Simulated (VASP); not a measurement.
# LiCaF3: single point with PBE

LiCaF3:

```xyz
5
Lattice="3.7612 0.0000 0.0000 0.0000 3.7612 0.0000 0.0000 0.0000 3.7612" Properties=species:S:1:pos:R:3 pbc="T T T"
Li    1.8806    1.8806    1.8806
Ca    0.0000    0.0000    0.0000
F     0.0000    1.8806    1.8806
F     1.8806    1.8806    0.0000
F     1.8806    0.0000    1.8806
```

The cell comes from a database or a generator and needn't be the stable form of this composition.

- Program: VASP 6.6.1
- Task: single point
- Functional: PBE
- Potentials or basis: VASP PAW PBE potentials, release 64 (Li_sv, Ca_sv, F)
- Cutoff: 520 eV
- k mesh: 6 × 6 × 6
- Occupations: gaussian, width 0.05 eV
- Spin: no spin polarisation

- Band gap on the k mesh: 6.48 eV, indirect (least direct gap 6.59 eV)

Levels at points of the mesh, in eV from the valence-band top:
```
           k point  band 15  band 16  band 17  band 18  band 19  band 20
(0.00, 0.00, 0.00)    -0.11    -0.11    -0.11     6.48     6.48     6.85
(0.50, 0.00, 0.00)    -1.18    -0.42    -0.42     7.54     7.64     8.21
(0.50, 0.50, 0.00)    -1.39    -0.14    -0.06     7.89     8.05     8.78
(0.50, 0.50, 0.50)     0.00     0.00     0.00     7.47     7.47     7.47
```

Wall time 18 s on 1 thread of Intel(R) Xeon(R) Platinum 8488C (Sapphire Rapids), on a shared host, peak memory 0.17 GiB.

 A k mesh can miss the band edges.
